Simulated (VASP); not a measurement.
Here is the system:

```yaml
crystal:
  lattice:
    - [0.00000, 3.02643, 3.02643]
    - [3.02643, 0.00000, 3.02643]
    - [3.02643, 3.02643, 0.00000]
  atoms:
    - { symbol: Al, position: [0.25000, 0.25000, 0.25000] }
    - { symbol: Al, position: [0.75000, 0.75000, 0.75000] }
    - { symbol: Au, position: [0.00000, 0.00000, 0.00000] }
```

Method: optB88-vdW, VASP's PBE PAW potentials (set 64) (plane waves; VASP). Settings: 520 eV cut-off, 8×8×8 Γ-centred mesh, first-order Methfessel-Paxton smearing of 0.10 eV, potentials Al Au.

Unless said otherwise, spin-orbit coupling is left out, though it shifts the bands of the heavy elements here.

Q: Estimate the energy per atom (σ→0), band gap (on the k-mesh) with the smallest direct gap where there is one.

A: 
| Quantity | Value |
|---|---|
| band gap (on the k-mesh) | none (metal, semimetal or under 0.01 eV) |
| energy per atom (σ→0) | -2.183 eV/atom |

Only differences to runs with the same potentials and settings are physical.

The compound is AuAl2 in the fluorite structure. It was relaxed first. The start is the result of an earlier pass. The electron count is odd and the run is not spin-polarised, which forces a metal.
